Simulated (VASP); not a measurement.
```yaml
crystal:
  lattice:
    - [0.00000, 3.39531, 3.39531]
    - [3.39531, 0.00000, 3.39531]
    - [3.39531, 3.39531, 0.00000]
  atoms:
    - { symbol: Sr, position: [0.00000, 0.00000, 0.00000] }
    - { symbol: Te, position: [0.50000, 0.50000, 0.50000] }
```

The numbers are results of rev-vdW-DF2, VASP's PBE PAW potentials (set 64) (plane waves; VASP 6.6.1), not measurements. Settings: 520 eV cut-off, 7×7×7 Γ-centred mesh, Gaussian smearing of 0.050 eV, potentials Sr_sv Te.

Task: What does the run give for the energy per atom (σ→0), pressure?

Result: 
```yaml
energy per atom (σ→0): -2.332 eV/atom
pressure: -1.81 GPa
```

Only differences to runs with the same potentials and settings are physical.

The compound is SrTe in the rock salt structure. This cell is one point of a volume scan, at 1.06 of the reference volume.
